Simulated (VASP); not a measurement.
Consider the following.

```
CELL_PARAMETERS angstrom
      0.00000     2.72853     2.72853
      2.72853     0.00000     2.72853
      2.72853     2.72853     0.00000
ATOMIC_POSITIONS crystal
  Ca 0.00000 0.00000 0.00000
```

These are PBEsol GGA, VASP's PBE PAW potentials (set 64) (plane waves; VASP) values and carry that method's errors. Numerical set-up: 400 eV cut-off, 13×13×13 Γ-centred mesh, tetrahedra with Blöchl corrections, potentials Ca_sv.

### Question
Estimate the energy per atom (σ→0), band gap (on the k-mesh) with the smallest direct gap where there is one.

### Answer

| Item | Result |
|---|---|
| band gap (on the k-mesh) | none (metal, semimetal or under 0.01 eV) |
| energy per atom (σ→0) | -2.133 eV/atom |

Total energies compare only between runs with the same potentials, cut-off and functional.

The compound is Ca in the fcc structure. It was relaxed first, which changed the volume by -6 %.
